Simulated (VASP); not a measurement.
BBi (relaxed from the wurtzite structure, space group P6_3mc) is relaxed at rising pressure, each step from the one before. Symmetry mostly holds the structure type, and other phases were not tried. The mesh follows the cell, and a change of mesh leaves a small step in the series.

Given:

BiB has the hexagonal space group P6₃mc (No. 186), the wurtzite structure, Pearson symbol hP4. Lattice parameters: a = b = 3.8431 Å, c = 6.3237 Å, α = β = 90.00°, γ = 120.00°. B on 2b is surrounded by 4 Bi at 2.356–2.371 Å (tetrahedral). Bi on 2b is coordinated by 4 B at 2.356–2.371 Å (tetrahedral). (Neighbours: up to the widest gap in distance over summed covalent radii, below 1.35, at either atom; cation-cation and far metal-metal contacts left out.)

All values below come from PBEsol GGA, VASP's PBE PAW potentials (set 64) (plane waves; VASP). Settings: 620 eV cut-off, 7×7×4 Γ-centred mesh, Gaussian smearing of 0.050 eV, potentials B Bi_d.

Unless said otherwise, spin-orbit coupling is left out, though it shifts the bands of the heavy elements here.

```
P (GPa)  V (Å³/atom)  H − H(0) (eV/atom)  space group  k-mesh
-------  -----------  ------------------  -----------  ------
0              20.22               0.000       P6_3mc   7×7×4
5              19.16               0.614       P6_3mc   7×7×4
10             18.32               1.198       P6_3mc   7×7×4
20             17.09               2.302       P6_3mc   7×7×4
30                 …                   …       P6_3mc   7×7×4
45                 …                   …       P6_3mc   7×7×4
```

Task: What belongs in the gaps?

Result: 
- 30, V (Å³/atom): 16.18
- 30, H − H(0) (eV/atom): 3.339
- 45, V (Å³/atom): 15.15
- 45, H − H(0) (eV/atom): 4.804

Pressures at which the relaxation failed are left out.

The structure was generated: BBi was put into the wurtzite type (P6_3mc), which need not be its known phase.
